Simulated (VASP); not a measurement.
Data:

```
ZnS
1.0
    1.81191    -3.13832     0.00000
    1.81191     3.13832     0.00000
    0.00000     0.00000     5.96787
Zn S
2 2
Direct
  0.66667   0.33333   0.50100
  0.33333   0.66667   0.00100
  0.66667   0.33333   0.87400
  0.33333   0.66667   0.37400
```

Computed with LDA (Ceperley-Alder, Perdew-Zunger), VASP's LDA PAW potentials (set 64) (plane waves; VASP 6.6.1). Numerical set-up: 500 eV cut-off, 7×7×4 Γ-centred mesh, Gaussian smearing of 0.050 eV, potentials Zn S.

What does the run give for the energy per atom (σ→0), pressure?

- energy per atom (σ→0) = -4.052 eV/atom
- pressure = 9.95 GPa

Total energies compare only between runs with the same potentials, cut-off and functional.

The compound is ZnS in the wurtzite structure, the high-temperature form. It was relaxed first under an external pressure of 10 GPa.
